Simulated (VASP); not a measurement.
Computed with PBEsol GGA, VASP's PBE PAW potentials (set 64) (plane waves; VASP).

A VASP calculation is set up with these files.

File KPOINTS:
```
Automatic
0
Gamma
11 11 9
```

**POSCAR**
```
HfB2
1
    1.5627439341    -2.7067521222    -0.0000000000
    1.5627439341     2.7067521222     0.0000000000
    0.0000000000     0.0000000000     3.4484403525
Hf B
1 2
Direct
  1.0000000000   0.0000000000   0.0000000000
  0.3333330000   0.6666670000   0.5000000000
  0.6666670000   0.3333330000   0.5000000000
```

**INCAR**
```
SYSTEM  =  HfB2
PREC  =  Accurate; ENCUT  =  620; LREAL  =  .FALSE.
LASPH  =  .TRUE.
EDIFF  =  1E-6; NELM  =  100; ALGO  =  Normal
LMAXMIX  =  6
ISMEAR  =  1; SIGMA  =  0.1
GGA  =  PS
IBRION  =  2; NSW  =  40; ISIF  =  3
EDIFFG  =  -0.02
LWAVE  =  .FALSE.; LCHARG  =  .FALSE.
```

POTCAR, in this order: Hf_pv B (PBE.64 set). Program: vasp_std.

What VASP printed:

**OSZICAR**
```
       N       E                     dE             d eps       ncg     rms          rms(c)
DAV:   1     0.333085686963E+02    0.33309E+02   -0.92969E+03  1920   0.146E+03
DAV:   2    -0.281178012905E+02   -0.61426E+02   -0.58000E+02  2356   0.266E+02
DAV:   3    -0.300739534491E+02   -0.19562E+01   -0.19273E+01  2532   0.352E+01
DAV:   4    -0.300898638769E+02   -0.15910E-01   -0.15904E-01  2312   0.343E+00
DAV:   5    -0.300900198436E+02   -0.15597E-03   -0.15594E-03  2532   0.272E-01    0.553E+01
DAV:   6    -0.279922526558E+02    0.20978E+01   -0.47122E+00  2292   0.144E+01    0.399E+01
DAV:   7    -0.279533677496E+02    0.38885E-01   -0.17059E+00  2404   0.902E+00    0.108E+01
DAV:   8    -0.278774223914E+02    0.75945E-01   -0.52690E-01  2296   0.513E+00    0.179E+00
DAV:   9    -0.278725019658E+02    0.49204E-02   -0.37653E-02  2256   0.152E+00    0.281E-01
DAV:  10    -0.278724074568E+02    0.94509E-04   -0.10537E-03  2344   0.286E-01    0.368E-01
DAV:  11    -0.278724079053E+02   -0.44853E-06   -0.12982E-04  2352   0.885E-02    0.205E-01
DAV:  12    -0.278724030621E+02    0.48432E-05   -0.14333E-05  2340   0.319E-02    0.277E-02
DAV:  13    -0.278724032357E+02   -0.17357E-06   -0.47087E-07  1348   0.705E-03
   1 F= -.27872403E+02 E0= -.27872385E+02  d E =-.278724E+02
```

OUTCAR:
```
------------------------ aborting loop because EDIFF is reached ----------------------------------------
  FORCE on cell =-STRESS in cart. coord.  units (eV):
  Direction    XX          YY          ZZ          XY          YZ          ZX
  --------------------------------------------------------------------------------------
  Total        0.0199106      0.0199106      0.0340122      0.0000000      0.0000000      0.0000000
  in kB        1.0934680      1.0934682      1.8679089      0.0000000      0.0000000      0.0000000
  external PRESSURE =       1.3516150 kB  Pullay stress =       0.0000000 kB
  volume of cell :       29.17
      direct lattice vectors                 reciprocal lattice vectors
     1.562743934 -2.706752122  0.000000000     0.319950050 -0.184723232  0.000000000
     1.562743934  2.706752122  0.000000000     0.319950050  0.184723232  0.000000000
     0.000000000  0.000000000  3.448440353     0.000000000  0.000000000  0.289986167
 POSITION                                       TOTAL-FORCE (eV/Angst)
 -----------------------------------------------------------------------------------
      0.00000      0.00000      0.00000        -0.000000      0.000000      0.000000
      1.56274      0.90225      1.72422         0.000000     -0.000000      0.000000
      1.56274     -0.90225      1.72422        -0.000000     -0.000000      0.000000
 -----------------------------------------------------------------------------------
    total drift:                                0.000000      0.000000      0.000000
  FREE ENERGIE OF THE ION-ELECTRON SYSTEM (eV)
  ---------------------------------------------------
  free  energy   TOTEN  =       -27.8724032357 eV

  energy  without entropy=      -27.8723481382  energy(sigma->0) =      -27.87238487

 reached required accuracy - stopping structural energy minimisation
```
(Selected blocks of OUTCAR.)

The compound is HfB2 in the AlB2 type structure. It was relaxed first.
